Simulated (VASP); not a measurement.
Consider the following.

```
SrTe
1.0
    0.00000     3.39443     3.39443
    3.39443     0.00000     3.39443
    3.39443     3.39443     0.00000
Sr Te
1 1
Direct
  0.00000   0.00000   0.00000
  0.50000   0.50000   0.50000
```

Computed with PBE GGA, VASP's PBE PAW potentials (set 64) (plane waves; VASP). Numerical set-up: 300 eV cut-off, 9×9×9 Γ-centred mesh, Gaussian smearing of 0.010 eV, potentials Sr_sv Te.

Unless said otherwise, spin-orbit coupling is left out, though it shifts the bands of the heavy elements here.

Task: Give the energies of bands 6 to 11 at the high-symmetry points, in eV from the valence-band maximum.

Result: 
| band | Γ | X | U | L | W |
|---|---|---|---|---|---|
| 6 | 0.00 | -1.87 | -1.68 | -2.65 | -1.48 |
| 7 | 0.00 | -0.70 | -1.63 | -1.00 | -1.48 |
| 8 | 0.00 | -0.70 | -0.88 | -1.00 | -1.41 |
| 9 | 2.60 | 1.83 | 2.85 | 3.81 | 3.91 |
| 10 | 3.32 | 3.71 | 4.74 | 5.05 | 3.91 |
| 11 | 3.32 | 4.75 | 5.39 | 5.24 | 4.33 |

The gap is indirect, 1.83 eV, from the valence maximum at Γ to the conduction minimum at X.

The structure comes from a computed database's SrTe entry; how it stands against other phases isn't given here. The cell was not relaxed at this level.
